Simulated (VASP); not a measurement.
Given:

```yaml
crystal:
  lattice:
    - [2.87971, 0.00000, 0.00000]
    - [0.00000, 2.87971, 0.00000]
    - [0.00000, 0.00000, 2.87971]
  atoms:
    - { symbol: Co, position: [0.00000, 0.00000, 0.00000], spin: 0.7 }
    - { symbol: Ge, position: [0.50000, 0.50000, 0.50000] }
```

Computed with PBEsol GGA, VASP's PBE PAW potentials (set 64) (plane waves; VASP). Run with 400 eV cut-off, 14×14×14 Γ-centred mesh, tetrahedra with Blöchl corrections, potentials Co Ge_d.

Task: Predict the cell moment, energy per atom (σ→0), band gap (on the k-mesh) with the smallest direct gap where there is one.

Result: 
```yaml
band gap (on the k-mesh): none (metal, semimetal or under 0.01 eV)
cell_moment: 0.73 μB
energy per atom (σ→0): -6.450 eV/atom
```

Task: Give the moment on each site (PAW-sphere projection).

Result: 
```
site  moment (μB)
----  -----------
Co1          0.73
Ge2          0.01
```

Only differences to runs with the same potentials and settings are physical.

The structure was generated: CoGe was put into the CsCl type (Pm-3m), which need not be its known phase. It was relaxed first.
